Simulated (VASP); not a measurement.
The system is NGeH3, in a box.

```
N Ge H
1.0
    11.00000    0.00000    0.00000
     0.00000   13.00000    0.00000
     0.00000    0.00000   10.00000
N Ge H
1 1 3
Cartesian
  5.4270 5.7712 5.1544
  6.4999 7.2268 5.3168
  5.6917 4.8714 5.5223
  4.5261 5.7533 4.7045
  5.4608 8.1706 4.5457
```

* Program: VASP 6.6.1
* Task: single point
* Functional: PBE
* Potentials or basis: VASP PAW PBE potentials, release 64 (N, Ge_d, H)
* Cutoff: 520 eV
* k mesh: 1 × 1 × 1
* Occupations: gaussian, width 0.01 eV
* Spin: no spin polarisation

On this cell: largest force 0.414 eV/Å; gap between the frontier levels 3.08 eV.

The same run follows on a disturbed copy (atoms moved at random, drawn with an rms of 0.05 Å):

```
N Ge H
1.0
    11.00000    0.00000    0.00000
     0.00000   13.00000    0.00000
     0.00000    0.00000   10.00000
N Ge H
1 1 3
Direct
  0.49484 0.44343 0.51647
  0.59189 0.55538 0.53128
  0.51697 0.37555 0.55036
  0.41413 0.44239 0.46889
  0.49311 0.62926 0.45391
```

Q: What does the disturbed cell give?

A: The energy moves by +8.8 meV/atom; largest force 1.947 eV/Å; gap between the frontier levels 3.08 eV.

Forces in eV/Å, atoms in the order of the input:
```
N   -0.558  1.325 -0.643
Ge   0.085  0.567 -0.067
H    0.579 -1.718  0.710
H   -0.333  0.034 -0.141
H    0.227 -0.208  0.141
```

